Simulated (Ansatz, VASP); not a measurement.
# Ba (Ba(110)): VASP beside Ansatz

Wanted: the spread between two codes on one cell, functional and k mesh.

Main program and level: Ansatz 0.2.0; plane waves, with VASP 6.6.1 beside it; single point at PBE, single point at LDA and single point at RPBE.

### 1. The starting structure

The cell holds 7 atoms: 7 Ba. Its edges and angles: a = 4.347 Å, b = 4.347 Å, c = 45.298 Å, α = 90.0°, β = 90.0°, γ = 70.5°. Vacuum lies along c.

### 2. Ansatz: single point, PBE

Ansatz runs on its default PAW (the set named soft_2) files.

With cell and atoms fixed, the geometry can't cause a difference; cores, projectors, grids and the points listed under the comparison can.

Contents of input.yaml:

```yaml
crystal:
  lattice:
    - [3.5496760416, -2.51, 0.0]
    - [3.5496760416, 2.51, 0.0]
    - [0.0, 0.0, 45.2980562493]
  atoms:
    - { symbol: Ba, position: [0.0, 0.0, 0.2649120292] }
    - { symbol: Ba, position: [0.5, 0.5, 0.3432746861] }
    - { symbol: Ba, position: [0.0, 0.0, 0.4216373431] }
    - { symbol: Ba, position: [0.5, 0.5, 0.5] }
    - { symbol: Ba, position: [0.0, 0.0, 0.5783626569] }
    - { symbol: Ba, position: [0.5, 0.5, 0.6567253139] }
    - { symbol: Ba, position: [0.0, 0.0, 0.7350879708] }
hamiltonian:
  xc: pbe
  pseudopotentials: { kind: paw }
kpoints:
  mp_grid: { grid: [6, 6, 1] }
scf:
  occupations: { method: methfessel_paxton, width: 0.1 }
  n_extra_bands: 5
efield:
  axis: 3
  dipole_correction: true
  ramp_width: 0.04
output:
  forces: true
  eigenvalues: true
```

Run with:

```
$ ansatz run input.yaml --threads 4 --pin off --max-ram 9216MiB --backend cpu --events-out ev --progress --plain --runs-dir out
```

Numbers of over 12 decimals in the logs are rounded to 6 here.

Output:

```text
scf.n_extra_bands = 5 over 35 filled bands (N_el = 70.0): the run solves 40 bands
Engine: ansatz 0.2.0, aarch64-unknown-linux-gnu
Pseudopotentials: kind: paw
Pseudopotential: Ba, paw, valence charge 10, recommended cutoff 420 eV (normal), Ba.paw.azcp
Functional definition: PBE
  parameter kappa = 0.804
  parameter beta = 0.066725
  exchange = pbe_x(kappa = kappa, mu = beta*pi^2/3)
  correlation = pbe_c(beta = beta)
Crystal: 7 atoms, lattice volume = 807.183 Å³
Basis set: ecut = 420 eV, 15805 PW (Γ), exchange–correlation on 60×60×640 points (8 copies of the dense FFT grid, shifted against one another)
Bands: 40, of which v1, the nominal top of the filled ones, is band 35 counted from 1 (34 counted from 0)
Symmetry: 4 space group operations
k-points: 13 of 36
Non-local potential: Ba, projectors of the file, l = 0: 3, l = 1: 2, l = 2: 2, l = 3: 2
PAW form: soft (Blöchl's): semilocal exchange-correlation on the pseudo side does not see the compensation charge
PAW one-centre angular grid: Ba, 194 points (default); XC on 64 Gauss nodes
Initial density: superposition of atomic densities (neutral atoms: chi_scale 0, normalization atom), corrected by the library's trained network
Initial wavefunctions: pseudopotential atomic-orbital guess
Functional: x = pbe(κ = 0.804, μ = 0.219515), c = pbe(β = 0.066725)
SCF iter   1: F=—  HF=-41646.068726 eV  |F-HF|=—  |Δ(HF+E_count)|=         —  Δρ=1.10e-3  dr2=1.05e-1  ethr=1.77e-3  p=0.000 e·Å  D=6.37e-15 V/Å  ΔV_dip=-0.00 eV  dr2_dipole=2.82e-7  V_vac-E_F(+/−)=2.64/2.64 eV  ⟨swp⟩=19.8  Hψ=4025  notcnv=0
efield: sawtooth ramp at fractional position 0.9800 (placed from the atoms, in the widest stretch of the axis that holds none; the zero of the levels goes with the place), width 0.0400; the density the first Hamiltonian is built on has a dipole p = 0.000 e·Å; the dipole correction subtracts the counter field D = 6.37e-15 V/Å, which shifts the + side's vacuum level by -0.00 eV against the − side's; the planar-averaged density in the ramp window peaks in size at 8.4e-8 e/Å³
preconditioner: auto → LDOS  [metal: Δε(μ)=0.036 eV  Ē_g=1.193 eV  σ=0.100 eV  W_gap=0.29  n_scr=96 (ndim 8)  ℏωp=4.9 eV  f_vac=0.412  D(μ)=10.76/eV (n_scr^D=34)  β→1.0]
SCF iter   2: F=—  HF=-41646.066827 eV  |F-HF|=—  |Δ(HF+E_count)|=   1.90e-3  S|Δr|=    0.00e0  Δρ=3.80e-4  dr2=4.82e-3  ethr=1.50e-4  p=0.000 e·Å  D=2.74e-6 V/Å  ΔV_dip=-0.00 eV  dr2_dipole=6.51e-7  V_vac-E_F(+/−)=2.50/2.50 eV  ⟨swp⟩=1.8  Hψ=713  notcnv=0
SCF iter   3: F=—  HF=-41646.068233 eV  |F-HF|=—  |Δ(HF+E_count)|=   1.41e-3  S|Δr|=    0.00e0  Δρ=1.56e-4  dr2=7.71e-4  ethr=6.89e-6  p=0.000 e·Å  D=6.98e-6 V/Å  ΔV_dip=-0.00 eV  dr2_dipole=1.10e-7  V_vac-E_F(+/−)=2.45/2.45 eV  ⟨swp⟩=2.7  Hψ=904  notcnv=0
SCF iter   4: F=—  HF=-41646.068263 eV  |F-HF|=—  |Δ(HF+E_count)|=   3.01e-5  S|Δr|=    0.00e0  Δρ=5.90e-5  dr2=1.31e-4  ethr=1.10e-6  p=0.000 e·Å  D=5.10e-6 V/Å  ΔV_dip=-0.00 eV  dr2_dipole=4.08e-8  V_vac-E_F(+/−)=2.44/2.44 eV  ⟨swp⟩=2.3  Hψ=902  notcnv=0
SCF iter   5: F=—  HF=-41646.068272 eV  |F-HF|=—  |Δ(HF+E_count)|=   9.07e-6  S|Δr|=    0.00e0  Δρ=2.80e-5  dr2=3.26e-5  ethr=1.87e-7  p=0.000 e·Å  D=5.79e-7 V/Å  ΔV_dip=-0.00 eV  dr2_dipole=1.46e-9  V_vac-E_F(+/−)=2.43/2.43 eV  ⟨swp⟩=2.2  Hψ=901  notcnv=0
SCF iter   6: F=—  HF=-41646.068264 eV  |F-HF|=—  |Δ(HF+E_count)|=   7.79e-6  S|Δr|=    0.00e0  Δρ=1.38e-5  dr2=6.73e-6  ethr=4.66e-8  p=-0.000 e·Å  D=-3.13e-7 V/Å  ΔV_dip=0.00 eV  dr2_dipole=1.57e-9  V_vac-E_F(+/−)=2.42/2.42 eV  ⟨swp⟩=1.7  Hψ=543  notcnv=0
SCF iter   7: F=—  HF=-41646.068265 eV  |F-HF|=—  |Δ(HF+E_count)|=   1.39e-7  S|Δr|=    0.00e0  Δρ=3.00e-6  dr2=6.25e-7  ethr=9.61e-9  p=-0.000 e·Å  D=-2.24e-7 V/Å  ΔV_dip=0.00 eV  dr2_dipole=8.06e-10  V_vac-E_F(+/−)=2.42/2.42 eV  ⟨swp⟩=3.3  Hψ=959  notcnv=0
SCF iter   8: F=-41646.068265 eV  HF=-41646.068265 eV  |F-HF|=5.95e-9  |Δ(HF+E_count)|=   4.77e-8  S|Δr|=    0.00e0  Δρ=7.90e-7  dr2=1.63e-8  ethr=1.43e-10  p=0.000 e·Å  D=2.58e-8 V/Å  ΔV_dip=-0.00 eV  dr2_dipole=3.92e-11  V_vac-E_F(+/−)=2.42/2.42 eV  ⟨swp⟩=16.2  Hψ=3016  notcnv=0
SCF 1 converged in 8 iterations: F = -41646.068265 eV  dr2 = 1.63e-8
  greatest PAW one-centre occupation: 0.959 electrons in one spin orbital (limit 2), on the Ba atom at site 6 (counted from 0), in its partial waves of l = 0
SCF converged after 8 iterations
Stability not checked: this state was not tested for a lower state beside it, because cold or Methfessel-Paxton smearing, or corrected tetrahedra, fill the levels in a way that the test cannot read (fill_not_monotonic; see scf.lower_state_search)
Free energy (F): -41646.068265 eV
Harris-Foulkes:  -41646.068265 eV  (|F-HF|=5.95e-9)
Internal energy: -41646.064864 eV  (E = F + TS)
E sigma→0 (E₀):  -41646.067415 eV
Entropy (-TS):   -0.003401 eV (-0.486 meV/atom)
Fermi energy:    2.152520 eV
Dipole field:    D = -0.000004 V/Å  (p = -0.000019 e·Å, saw-weighted, corrected)
Work function:   Φ+ = 2.4233 eV   Φ− = 2.4232 eV
Levels:          The Fermi level and band energies are counted from a zero that moves with the ramp; work functions are not
--- Per-component energies (eV) ---
  E_band       = -857.940536
  E_kinetic    = 1163.358471
  E_local      = -41624.660924  (includes V_loc(G=0)·N_el)
  E_nonlocal   = 399.576289
  E_hartree    = 20193.779587
  E_xc         = -1164.402095
  E_vxc        = -933.425448  (∫ρ·V_xc dr)
  E_paw        = -36580.735201  (= ΣΔE_a)
  E_vpaw       = -250.338832  (= ΣTr[D̂ρ^β])
  E_aug_tail   = -0.000012  (compensation charges beyond the density's cutoff)
  E_efield     = 0.000000  (sawtooth field / dipole correction)
  E_vefield    = 0.000000  (∫n·V_field dr)
  E_ewald      = 15967.019022
  E_smearing   = -0.003401  (= −TS)
  E_closure    = 0.000000  (closes the sum)
  Σ components = -41646.068265   (vs F -41646.068265, Δ=0.00e0)
--- Forces (eV/Å), atoms counted from 1 ---
  atom   1  Ba     0.00000000    -0.00000000     0.05911653
  atom   2  Ba    -0.00000000     0.00000000    -0.07711911
  atom   3  Ba     0.00000000     0.00000000     0.00752567
  atom   4  Ba    -0.00000000     0.00000000    -0.00000290
  atom   5  Ba    -0.00000000     0.00000000    -0.00752361
  atom   6  Ba     0.00000000     0.00000000     0.07712109
  atom   7  Ba    -0.00000000     0.00000000    -0.05911672
  max |Σ_I F_I| component: 9.37e-7 eV/Å
--- Band table (eV; the first three rows and the last of 13) ---
  k-point 0: bands = [... 31 lower, 0.3269, 0.7257, 1.0465, 1.2215, 2.5906, 2.5938, 2.8614, 2.9109, ... 1 higher]
  k-point 1: bands = [... 31 lower, 0.6513, 1.0483, 1.3898, 1.5867, 2.6204, 2.6361, 2.8145, 2.8436, ... 1 higher]
  k-point 2: bands = [... 31 lower, 1.2115, 1.4874, 1.7903, 2.0792, 2.5890, 2.6095, 2.6959, 2.7376, ... 1 higher]
  k-point 12: bands = [... 31 lower, 1.6620, 1.7065, 1.7414, 1.7985, 1.8693, 1.8716, 2.0343, 2.3438, ... 1 higher]
```

Wall time 13 s (4 threads of Arm Neoverse V2, shared host); peak memory 1.2 GiB; 49 s of CPU time.

### 3. VASP: single point, PBE

The same cell, functional, mesh and smearing now go to VASP, with its own data sets and cutoff.

Lines of VASP's logs that name or quote its potential files are left out, and so is its time.

Contents of INCAR:

```
SYSTEM = Ba
PREC = Normal
ENCUT = 350
EDIFF = 1E-06
NELM = 120
ISMEAR = 1
SIGMA = 0.1
LREAL = .FALSE.
ALGO = Normal
GGA = PE
NBANDS = 43
LORBIT = 11
LWAVE = .FALSE.
LCHARG = .FALSE.
KPAR = 4
IDIPOL = 3
LDIPOL = .TRUE.
DIPOL = 0.5 0.5 0.5
LVHAR = .TRUE.
LVACPOTAV = .TRUE.
```

Contents of POSCAR:

```
Ba
1.0
    3.5496760416     -2.5100000000      0.0000000000
    3.5496760416      2.5100000000      0.0000000000
    0.0000000000      0.0000000000     45.2980562493
Ba
7
Direct
    0.0000000000      0.0000000000      0.2649120292
    0.5000000000      0.5000000000      0.3432746861
    0.0000000000      0.0000000000      0.4216373431
    0.5000000000      0.5000000000      0.5000000000
    0.0000000000      0.0000000000      0.5783626569
    0.5000000000      0.5000000000      0.6567253139
    0.0000000000      0.0000000000      0.7350879708
```

Contents of KPOINTS:

```
Automatic mesh
0
Gamma
6 6 1
0 0 0
```

The projector-augmented-wave data sets are Ba_sv (PBE family, release 64).

Run with:

```
$ mpirun -np 4 vasp_std
```

Output:

```text
[banner, memory and clock lines left out]
running    4 mpi-ranks, on    1 nodes
 distrk:  each k-point on    1 cores,    4 groups
 distr:  one band on    1 cores,    1 groups

 POSCAR found type information on POSCAR Ba
 POSCAR found :  1 types and       7 ions
 LDA part: xc-table for (Slater+PW92), standard interpolation
 POSCAR, INCAR and KPOINTS ok, starting setup
 FFT: planning ... GRIDC
 FFT: planning ... GRID_SOFT
 FFT: planning ... GRID
 WAVECAR not read
 entering main loop
       N       E                     dE             d eps       ncg     rms          rms(c)
DAV:   1     0.620070829498E+03    0.62007E+03   -0.22082E+04  1286   0.904E+02
DAV:   2     0.632036359432E+02   -0.55687E+03   -0.55160E+03  1572   0.242E+02
DAV:   3    -0.947669973129E+01   -0.72680E+02   -0.72103E+02  1485   0.898E+01
DAV:   4    -0.135584200677E+02   -0.40817E+01   -0.40398E+01  1756   0.191E+01
DAV:   5    -0.136934047587E+02   -0.13498E+00   -0.13399E+00  1732   0.336E+00    0.465E+00
DAV:   6    -0.192318221954E+02   -0.55384E+01   -0.48526E+01  1836   0.140E+01    0.801E+00
DAV:   7    -0.125948354258E+02    0.66370E+01   -0.47781E+01  1561   0.598E+00    0.299E+00
DAV:   8    -0.126515610276E+02   -0.56726E-01   -0.36040E+00  1486   0.330E+00    0.660E-01
DAV:   9    -0.126486940955E+02    0.28669E-02   -0.50982E-01  1521   0.139E+00    0.419E-01
DAV:  10    -0.126469988149E+02    0.16953E-02   -0.69254E-02  1628   0.571E-01    0.287E-01
DAV:  11    -0.126454150435E+02    0.15838E-02   -0.18478E-02  1524   0.317E-01    0.153E-01
DAV:  12    -0.126436974650E+02    0.17176E-02   -0.10533E-02  1484   0.152E-01    0.876E-02
DAV:  13    -0.126442709909E+02   -0.57353E-03   -0.15154E-03  1500   0.716E-02    0.563E-02
DAV:  14    -0.126452039242E+02   -0.93293E-03   -0.91318E-04  1372   0.736E-02    0.304E-02
[...]
DAV:  18    -0.126460348112E+02   -0.23456E-03   -0.54558E-05  1332   0.183E-02    0.811E-03
DAV:  19    -0.126461623558E+02   -0.12754E-03   -0.36064E-05  1236   0.135E-02    0.274E-03
DAV:  20    -0.126462088801E+02   -0.46524E-04   -0.63076E-06  1132   0.557E-03    0.175E-03
DAV:  21    -0.126462680880E+02   -0.59208E-04   -0.40973E-06   942   0.318E-03    0.968E-04
DAV:  22    -0.126462864782E+02   -0.18390E-04   -0.67042E-07   956   0.135E-03    0.532E-04
DAV:  23    -0.126462997117E+02   -0.13234E-04   -0.60267E-07   862   0.101E-03    0.260E-04
DAV:  24    -0.126463036926E+02   -0.39808E-05   -0.16126E-07   864   0.674E-04    0.172E-04
DAV:  25    -0.126463046582E+02   -0.96562E-06   -0.33136E-08   827   0.376E-04
|                                                                             |
|           W    W    AA    RRRRR   N    N  II  N    N   GGGG   !!!           |
|           W    W   A  A   R    R  NN   N  II  NN   N  G    G  !!!           |
|           W    W  A    A  R    R  N N  N  II  N N  N  G       !!!           |
|           W WW W  AAAAAA  RRRRR   N  N N  II  N  N N  G  GGG   !            |
|           WW  WW  A    A  R   R   N   NN  II  N   NN  G    G                |
|           W    W  A    A  R    R  N    N  II  N    N   GGGG   !!!           |
|                                                                             |
|     Did not find any points to average over, which means that no vacuum     |
|     field-free region was found. Please increase the size of  your cell     |
|     in the dimension of the dipole correction to obtain accurate            |
|     workfunction values.                                                    |
|                                                                             |

   1 F= -.12646305E+02 E0= -.12645393E+02  d E =-.273534E-02
```

Parts of OUTCAR (step 3):

```text
ion  position               nearest neighbor table
   1  0.000  0.000  0.265-   2 4.35   2 4.35
   2  0.500  0.500  0.343-   1 4.35   1 4.35   3 4.35   3 4.35
   3  0.000  0.000  0.422-   4 4.35   4 4.35   2 4.35   2 4.35
   4  0.500  0.500  0.500-   3 4.35   5 4.35   3 4.35   5 4.35
   5  0.000  0.000  0.578-   4 4.35   4 4.35   6 4.35   6 4.35
   6  0.500  0.500  0.657-   7 4.35   7 4.35   5 4.35   5 4.35
   7  0.000  0.000  0.735-   6 4.35   6 4.35

  LATTYP: Found a base centered orthorhombic cell.
 ALAT       =     5.0200000000
 B/A-ratio  =     1.4142135624
 C/A-ratio  =     9.0235171811

 Subroutine GETGRP returns: Found  8 space group operations
 (whereof  8 operations were pure point group operations)

The static configuration has the point symmetry D_2h.

 Found     13 irreducible k-points:

   k-points           NKPTS =     13   k-points in BZ     NKDIM =     13   number of bands    NBANDS=     43

   dimension x,y,z NGX =    20 NGY =   20 NGZ =  210
   dimension x,y,z NGXF=    40 NGYF=   40 NGZF=  420

   ENCUT  =  350.0 eV  25.72 Ry    5.07 a.u.   6.63  6.63 69.10*2*pi/ulx,y,z

   NELECT =      70.0000    total number of electrons

 k-points in reciprocal lattice and weights: Automatic mesh
   0.00000000  0.00000000  0.00000000       0.028
   0.16666667  0.00000000  0.00000000       0.111
   0.33333333  0.00000000  0.00000000       0.111
   0.50000000  0.00000000  0.00000000       0.056
   0.16666667  0.16666667  0.00000000       0.056
   0.33333333  0.16666667  0.00000000       0.111
   0.50000000  0.16666667  0.00000000       0.111
  -0.33333333  0.16666667  0.00000000       0.111
  -0.16666667  0.16666667  0.00000000       0.056
   0.33333333  0.33333333  0.00000000       0.056
   0.50000000  0.33333333  0.00000000       0.111
  -0.33333333  0.33333333  0.00000000       0.056
   0.50000000  0.50000000  0.00000000       0.028

 dipolmoment           0.000000      0.000000     -0.000000 electrons x Angstroem

 average (electrostatic) potential at core
       1 -41.6070       2 -41.1915       3 -41.2375       4 -41.2103       5 -41.2375
       6 -41.1915       7 -41.6070

 E-fermi :  -0.1353

 k-point     1 :       0.0000    0.0000    0.0000
  band No.  band energies     occupation
    ...
     31      -2.3350      2.00000
     32      -1.9706      2.00000
     33      -1.5709      2.00000
     34      -1.2504      2.00000
     35      -1.0760      2.00000
     36       0.3024     -0.00000
     37       0.3057     -0.00000
     38       0.5646     -0.00000
     39       0.6165     -0.00000
     40       0.7374     -0.00000
    ...

 k-point     2 :       0.1667    0.0000    0.0000
  band No.  band energies     occupation
    ...
     31      -1.9957      2.00000
     32      -1.6452      2.00000
     33      -1.2466      2.00000
     34      -0.9045      2.00000
     35      -0.7077      2.00000
     36       0.3345     -0.00000
     37       0.3496     -0.00000
     38       0.5277     -0.00000
     39       0.5570     -0.00000
     40       0.5852     -0.00000
    ...

 k-point     3 :       0.3333    0.0000    0.0000
  band No.  band energies     occupation
    ...
     31      -1.3008      2.00000
     32      -1.0844      2.00000
     33      -0.8065      2.00000
     34      -0.5013      2.00000
     35      -0.2100      1.95046
     36       0.2993     -0.00000
     37       0.3213     -0.00000
     38       0.4079     -0.00000
     39       0.4488     -0.00000
     40       0.5143     -0.00000
    ...

  Total        0.2933468     -0.0997055     -0.1114381      0.0000000      0.0000000      0.0000000
  in kB        0.5822640     -0.1979054     -0.2211934      0.0000000      0.0000000      0.0000000
  external PRESSURE =       0.0543884 kB  Pullay stress =       0.0000000 kB

  energy-cutoff  :      350.00
  volume of cell :      807.18
      direct lattice vectors                 reciprocal lattice vectors
     3.549676042 -2.510000000  0.000000000     0.140857925 -0.199203187  0.000000000
     3.549676042  2.510000000  0.000000000     0.140857925  0.199203187  0.000000000
     0.000000000  0.000000000 45.298056249     0.000000000  0.000000000  0.022076002

 POSITION                                       TOTAL-FORCE (eV/Angst)
 -----------------------------------------------------------------------------------
      0.00000      0.00000     12.00000         0.000000      0.000000      0.054598
      3.54968      0.00000     15.54968        -0.000000      0.000000     -0.076536
      0.00000      0.00000     19.09935         0.000000      0.000000      0.008430
      3.54968      0.00000     22.64903        -0.000000      0.000000      0.000000
      0.00000      0.00000     26.19870         0.000000      0.000000     -0.008430
      3.54968      0.00000     29.74838        -0.000000      0.000000      0.076536
      0.00000      0.00000     33.29806        -0.000000      0.000000     -0.054598
 -----------------------------------------------------------------------------------
    total drift:                                0.000000      0.000000      0.000000

  FREE ENERGIE OF THE ION-ELECTRON SYSTEM (eV)
  ---------------------------------------------------
  free  energy   TOTEN  =       -12.6463046582 eV

  energy  without entropy=      -12.6435693231  energy(sigma->0) =      -12.64539288

 vacuum level on the upper side and lower side of the slab         2.290         2.290

 total charge
# of ion       s       p       d       tot
------------------------------------------
    1        2.074   5.552   0.248   7.874
    2        2.068   5.550   0.274   7.892
    3        2.068   5.552   0.271   7.890
    4        2.067   5.551   0.273   7.892
    5        2.068   5.552   0.271   7.890
    6        2.068   5.550   0.274   7.892
    7        2.074   5.552   0.248   7.874
--------------------------------------------------
tot         14.487  38.859   1.859  55.205

[... 3 further parts left out ...]
```

Harder data sets than Ba_sv exist (the GW ones), and pressures, volumes and forces can shift noticeably with them.

### 4. Differences

Known differences besides the potentials themselves: the cutoff is 420 eV in Ansatz and 350 eV in VASP (PREC = Normal); VASP leaves aspherical gradient terms in its spheres out (LASPH is not set), Ansatz keeps them. Total energies have different zeros and are not compared.

Compared:

```csv
quantity,Ansatz,VASP,difference
"work function, lower of the two faces (eV)",2.42,2.43,0.00
"work function, higher of the two faces (eV)",2.42,2.43,0.00
```

Forces (eV/Å; atoms numbered as in POSCAR):

```
atom        Ansatz x, y, z          VASP x, y, z
 Ba1   0.000, 0.000, 0.059   0.000, 0.000, 0.055
 Ba2  0.000, 0.000, -0.077  0.000, 0.000, -0.077
 Ba3   0.000, 0.000, 0.008   0.000, 0.000, 0.008
 Ba4   0.000, 0.000, 0.000   0.000, 0.000, 0.000
 Ba5  0.000, 0.000, -0.008  0.000, 0.000, -0.008
 Ba6   0.000, 0.000, 0.077   0.000, 0.000, 0.077
 Ba7  0.000, 0.000, -0.059  0.000, 0.000, -0.055
```

The forces differ by 1.4 meV/Å r.m.s., which is 4.9 % of the r.m.s. force of 0.03 eV/Å (both taken over all components). VASP's log warns that it found no field-free region in the vacuum, so its work functions are uncertain.

(Part 1 of 2 ends here.)

[Lines on the potential files, build, host, timing and source positions are cut from VASP's logs without a mark.]

[Logs are printed without paths, hosts, clocks, repeated set-up lines and the standing remarks that a program may print on its own settings, such as how far it seeks lower states.]

[Hosts, paths, dates, database ids (printed as entryN), source tags and the programs' standing remarks are cut or masked in the printed files.]
